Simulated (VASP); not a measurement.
```xyz
4
Lattice="1.5422 -2.6713 0.0000 1.5422 2.6713 0.0000 0.0000 0.0000 5.0643" Properties=species:S:1:pos:R:3 pbc="T T T"
Si     1.5422    -0.8904     2.5304
Si     1.5422     0.8904     5.0626
C      1.5422    -0.8904     4.4329
C      1.5422     0.8904     1.9008
```

Level of theory: vdW-DF-cx, VASP's PBE PAW potentials (set 64) (plane waves; VASP). Numerical set-up: 520 eV cut-off, 9×9×5 Γ-centred mesh, tetrahedra with Blöchl corrections, potentials Si C.

The cores are frozen, which limits the accuracy of field gradients.

Q: Give the principal components of the electric field gradient (V/Å²) and the asymmetry η at each nucleus.

A: 
```
atom   Vxx   Vyy  Vzz     η
----  ----  ----  ---  ----
Si1   -1.6  -1.6  3.1  0.00
Si2   -1.6  -1.6  3.1  0.00
C3    -1.1  -1.1  2.2  0.00
C4    -1.1  -1.1  2.2  0.00
```

The compound is SiC in the wurtzite structure, the rare 2H polytype. It was relaxed first.
